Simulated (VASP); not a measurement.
Na (bcc) is relaxed at rising pressure, each step from the one before. Symmetry mostly holds the structure type, and other phases were not tried. The mesh follows the cell, and a change of mesh leaves a small step in the series.

Input:

```cif
data_Na
_chemical_formula_sum 'Na1'
_space_group_name_H-M_alt 'P 1'
_space_group_IT_number 1
_cell_length_a 3.62433
_cell_length_b 3.62433
_cell_length_c 3.62433
_cell_angle_alpha 109.471
_cell_angle_beta 109.471
_cell_angle_gamma 109.471
loop_
_space_group_symop_operation_xyz
  'x, y, z'
loop_
_atom_site_label
_atom_site_type_symbol
_atom_site_fract_x
_atom_site_fract_y
_atom_site_fract_z
_atom_site_occupancy
Na1 Na 0.00000 0.00000 0.00000 1
```

Computed with PBE GGA, VASP's PBE PAW potentials (set 64) (plane waves; VASP 6.6.1). Numerical set-up: 500 eV cut-off, 12×12×12 Γ-centred mesh, first-order Methfessel-Paxton smearing of 0.10 eV, potentials Na_pv.

| P (GPa) | V (Å³/atom) | H − H(0) (eV/atom) | space group | gap on the mesh (eV) | k-mesh |
|---|---|---|---|---|---|
| 0 | 36.65 | 0.000 | Im-3m | 0.00 | 12×12×12 |
| 5 | (withheld) | (withheld) | Im-3m | 0.00 | 14×14×14 |
| 10 | 22.36 | 1.698 | Im-3m | 0.00 | 14×14×14 |
| 20 | 18.41 | 2.957 | Im-3m | 0.00 | 15×15×15 |
| 30 | (withheld) | (withheld) | Im-3m | 0.00 | 16×16×16 |
| 45 | 14.22 | 5.450 | Im-3m | 0.00 | 17×17×17 |

Task: Some entries are withheld; supply them.

Result: 
- 30, V (Å³/atom): 16.23
- 30, H − H(0) (eV/atom): 4.030
- 5, V (Å³/atom): 26.24
- 5, H − H(0) (eV/atom): 0.945

Pressures at which the relaxation failed are left out.

The compound is Na in the bcc structure.
